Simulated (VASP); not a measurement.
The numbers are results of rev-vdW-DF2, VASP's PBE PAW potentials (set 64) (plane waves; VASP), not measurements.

VASP ran on this input.

### INCAR
```
! general
SYSTEM  =Ni3Si
PREC    =Accurate
ENCUT   =520
LREAL   =.FALSE.
LASPH   =.TRUE.   ! aspherical one-centre terms

! electronic loop
EDIFF   =1E-7   ! SCF stop (eV)
NELM    =100   ! most electronic steps
ALGO    =Normal
LMAXMIX =4   ! l cut-off of mixed one-centre charges

! smearing
ISMEAR  =1   ! Methfessel-Paxton
SIGMA   =0.1   ! width (eV)

! functional
GGA     =MK
LUSE_VDW=.TRUE.
AGGAC   =0.0
PARAM1  =0.1234568
PARAM2  =0.7114
ZAB_VDW =-1.8867

! ions
ISIF    =2   ! forces and stress, cell fixed

! output
LWAVE   =.FALSE.
LCHARG  =.FALSE.
```

**KPOINTS**
```
Automatic mesh
0
Gamma
 9 9 9
0 0 0
```

**POSCAR**
```
Ni3Si
1
    3.5231751519     0.0000000000     0.0000000000
    0.0000000000     3.5231751519     0.0000000000
    0.0000000000     0.0000000000     3.5231751519
Si Ni
1 3
Direct
  0.0000000000   0.0000000000   0.0000000000
  0.0000000000   0.5000000000   0.5000000000
  0.5000000000   0.0000000000   0.5000000000
  0.5000000000   0.5000000000   0.0000000000
```

POTCAR, in this order: Si Ni (PBE.64 set). Program: vasp_std.

What VASP printed:

File OUTCAR:
```
 ion  position               nearest neighbor table
   1  0.000  0.000  0.000-   2 2.49   3 2.49   4 2.49   2 2.49   3 2.49   2 2.49   4 2.49   2 2.49
                             3 2.49   4 2.49   3 2.49   4 2.49
   2  0.000  0.500  0.500-   1 2.49   3 2.49   4 2.49   1 2.49   4 2.49   1 2.49   3 2.49   1 2.49
                             3 2.49   4 2.49   4 2.49   3 2.49
   3  0.500  0.000  0.500-   1 2.49   2 2.49   4 2.49   1 2.49   4 2.49   2 2.49   4 2.49   4 2.49
                             1 2.49   2 2.49   1 2.49   2 2.49
   4  0.500  0.500  0.000-   1 2.49   2 2.49   3 2.49   2 2.49   3 2.49   1 2.49   3 2.49   3 2.49
                             1 2.49   2 2.49   2 2.49   1 2.49
  LATTYP: Found a simple cubic cell.
 ALAT       =     3.5231751519
 Subroutine PRICEL returns:
 Original cell was already a primitive cell.
 Subroutine GETGRP returns: Found 48 space group operations
The static configuration has the point symmetry O_h .
The dynamic configuration has the point symmetry O_h .
 Subroutine INISYM returns: Found 48 space group operations
 Subroutine IBZKPT returns following result:
 Found     35 irreducible k-points:

 Following reciprocal coordinates:
            Coordinates               Weight
  0.000000  0.000000  0.000000      1.000000
  0.111111  0.000000  0.000000      6.000000
  0.222222  0.000000  0.000000      6.000000
...
```

File OSZICAR:
```
       N       E                     dE             d eps       ncg     rms          rms(c)
DAV:   1     0.207105797849E+03    0.20711E+03   -0.15586E+04  1470   0.214E+03
DAV:   2    -0.773261988875E+01   -0.21484E+03   -0.20742E+03  1470   0.370E+02
DAV:   3    -0.189500547183E+02   -0.11217E+02   -0.10819E+02  1631   0.112E+02
DAV:   4    -0.192149529637E+02   -0.26490E+00   -0.26053E+00  1707   0.152E+01
DAV:   5    -0.192240766715E+02   -0.91237E-02   -0.91212E-02  1787   0.268E+00    0.188E+01
DAV:   6    -0.192190453941E+02    0.50313E-02   -0.53885E+01  1692   0.120E+02    0.167E+01
DAV:   7    -0.157522490669E+02    0.34668E+01   -0.15783E+01  1641   0.666E+01    0.378E+00
DAV:   8    -0.157161970996E+02    0.36052E-01   -0.68837E-01  1548   0.626E+00    0.140E+00
DAV:   9    -0.156993926631E+02    0.16804E-01   -0.33822E-02  1977   0.265E+00    0.524E-01
DAV:  10    -0.156971022648E+02    0.22904E-02   -0.33108E-03  1994   0.460E-01    0.216E-01
DAV:  11    -0.156967407600E+02    0.36150E-03   -0.74724E-04  2219   0.319E-01    0.569E-02
DAV:  12    -0.156967290885E+02    0.11672E-04   -0.11350E-04  1564   0.127E-01    0.145E-02
DAV:  13    -0.156967281396E+02    0.94882E-06   -0.86681E-06  1744   0.196E-02    0.830E-03
DAV:  14    -0.156967277754E+02    0.36420E-06   -0.62451E-07  1672   0.887E-03    0.312E-03
DAV:  15    -0.156967277036E+02    0.71872E-07   -0.17374E-07  1006   0.592E-03
   1 F= -.15696728E+02 E0= -.15696843E+02  d E =0.344437E-03
```

OUTCAR:
```
------------------------ aborting loop because EDIFF is reached ----------------------------------------
  FORCE on cell =-STRESS in cart. coord.  units (eV):
  Direction    XX          YY          ZZ          XY          YZ          ZX
  --------------------------------------------------------------------------------------
  Total       -1.6483896     -1.6483896     -1.6483896      0.0000000      0.0000000      0.0000000
  in kB      -60.3903793    -60.3903793    -60.3903793      0.0000000      0.0000000      0.0000000
  external PRESSURE =     -60.3903793 kB  Pullay stress =       0.0000000 kB
  volume of cell :       43.73
      direct lattice vectors                 reciprocal lattice vectors
     3.523175152  0.000000000  0.000000000     0.283834881  0.000000000  0.000000000
     0.000000000  3.523175152  0.000000000     0.000000000  0.283834881  0.000000000
     0.000000000  0.000000000  3.523175152     0.000000000  0.000000000  0.283834881
 POSITION                                       TOTAL-FORCE (eV/Angst)
 -----------------------------------------------------------------------------------
      0.00000      0.00000      0.00000         0.000000      0.000000      0.000000
      0.00000      1.76159      1.76159         0.000000      0.000000      0.000000
      1.76159      0.00000      1.76159         0.000000      0.000000      0.000000
      1.76159      1.76159      0.00000         0.000000      0.000000      0.000000
 -----------------------------------------------------------------------------------
    total drift:                                0.000000      0.000000      0.000000
  FREE ENERGIE OF THE ION-ELECTRON SYSTEM (eV)
  ---------------------------------------------------
  free  energy   TOTEN  =       -15.6967277036 eV

  energy  without entropy=      -15.6970721406  energy(sigma->0) =      -15.69684252
```
(Selected blocks of OUTCAR.)

The compound is Ni3Si in the L1_2 structure. This cell is one point of a volume scan, at 1.03 of the reference volume. The run is not spin-polarised, so no magnetic state was tried.
